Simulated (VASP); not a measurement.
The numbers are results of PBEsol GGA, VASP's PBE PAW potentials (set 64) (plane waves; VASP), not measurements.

A VASP calculation is set up with these files.

### POSCAR
```
PbTe(110) slab
1
    4.5548761865     0.0000000000     0.0000000000
    0.0000000000     6.4415674049     0.0000000000
    0.0000000000     0.0000000000    24.0669522295
Te Pb
4 4
Direct
  0.5000000000   0.0000000000   0.4525779622
  0.0000000000   0.5000000000   0.3529909279
  0.5000000000   0.0000000000   0.6470090721
  0.0000000000   0.5000000000   0.5474220378
  0.0000000000   0.0000000000   0.3682049808
  0.5000000000   0.5000000000   0.4379943959
  0.0000000000   0.0000000000   0.5620056041
  0.5000000000   0.5000000000   0.6317950192
```

INCAR:
```
LREAL=.FALSE.   ! projection in real space or not
ENCUT=400   ! plane-wave cut-off (eV)
SYSTEM=PbTe(110) slab
LORBIT=11
PREC=Normal
ISMEAR=0   ! Gaussian
GGA=PS   ! PBEsol
NELM=100   ! most electronic steps
SIGMA=0.05   ! width (eV)
LVHAR=.TRUE.
LMAXMIX=4
EDIFF=1E-6   ! SCF stop (eV)
NELMIN=4
LDIPOL=.TRUE.
LASPH=.TRUE.   ! aspherical one-centre terms
IDIPOL=3
DIPOL=0.5 0.5 0.5
LWAVE=.FALSE.
ALGO=Normal
LCHARG=.FALSE.
```

**KPOINTS**
```
Automatic
0
Gamma
 5 3 1
```

POTCAR, in this order: Te Pb_d (PBE.64 set). Program: vasp_std. Read from the step before: WAVECAR.

The resulting files:

OSZICAR:
```
       N       E                     dE             d eps       ncg     rms          rms(c)
DAV:   1    -0.319503653715E+02   -0.31950E+02   -0.26745E-05   656   0.300E-02    0.526E-03
DAV:   2    -0.319503645649E+02    0.80662E-06   -0.43029E-06   560   0.111E-02    0.448E-03
DAV:   3    -0.319503644134E+02    0.15156E-06   -0.92414E-07   408   0.407E-03    0.388E-03
DAV:   4    -0.319503643483E+02    0.65088E-07   -0.29859E-07   336   0.345E-03
   1 F= -.31950364E+02 E0= -.31950364E+02  d E =-.130681E-14
```

### OUTCAR
```
------------------------ aborting loop because EDIFF is reached ----------------------------------------
  FORCE on cell =-STRESS in cart. coord.  units (eV):
  Direction    XX          YY          ZZ          XY          YZ          ZX
  --------------------------------------------------------------------------------------
  Total       -1.5705085     -1.9497254     -0.3070539      0.0000000      0.0000000      0.0000000
  in kB       -3.5633760     -4.4237931     -0.6966842      0.0000000      0.0000000      0.0000000
  external PRESSURE =      -2.8946178 kB  Pullay stress =       0.0000000 kB
  volume of cell :      706.14
      direct lattice vectors                 reciprocal lattice vectors
     4.554876186  0.000000000  0.000000000     0.219544936  0.000000000  0.000000000
     0.000000000  6.441567405  0.000000000     0.000000000  0.155241719  0.000000000
     0.000000000  0.000000000 24.066952230     0.000000000  0.000000000  0.041550754
 POSITION                                       TOTAL-FORCE (eV/Angst)
 -----------------------------------------------------------------------------------
      2.27744      0.00000     10.89217         0.000000      0.000000     -0.005802
      0.00000      3.22078      8.49542         0.000000      0.000000      0.008765
      2.27744      0.00000     15.57154         0.000000      0.000000     -0.008765
      0.00000      3.22078     13.17478         0.000000      0.000000      0.005802
      0.00000      0.00000      8.86157         0.000000      0.000000      0.022799
      2.27744      3.22078     10.54119         0.000000      0.000000      0.013215
      0.00000      0.00000     13.52576         0.000000      0.000000     -0.013215
      2.27744      3.22078     15.20538         0.000000      0.000000     -0.022799
 -----------------------------------------------------------------------------------
    total drift:                                0.000000     -0.000000      0.000000
  FREE ENERGIE OF THE ION-ELECTRON SYSTEM (eV)
  ---------------------------------------------------
  free  energy   TOTEN  =       -31.9503643483 eV

  energy  without entropy=      -31.9503643483  energy(sigma->0) =      -31.95036435

 total charge

# of ion       s       p       d       tot
------------------------------------------
    1        1.379   1.978   0.021   3.377
    2        1.384   1.976   0.015   3.374
    3        1.384   1.976   0.015   3.374
    4        1.379   1.978   0.021   3.377
    5        1.431   0.627   9.820  11.877
    6        1.438   0.620   9.828  11.886
    7        1.438   0.620   9.828  11.886
    8        1.431   0.627   9.820  11.877
--------------------------------------------------
tot         11.262  10.401  39.366  61.029
```
(Selected blocks of OUTCAR.)

The cell is a thin slab with vacuum, built from PbTe (rock salt): (110) face.
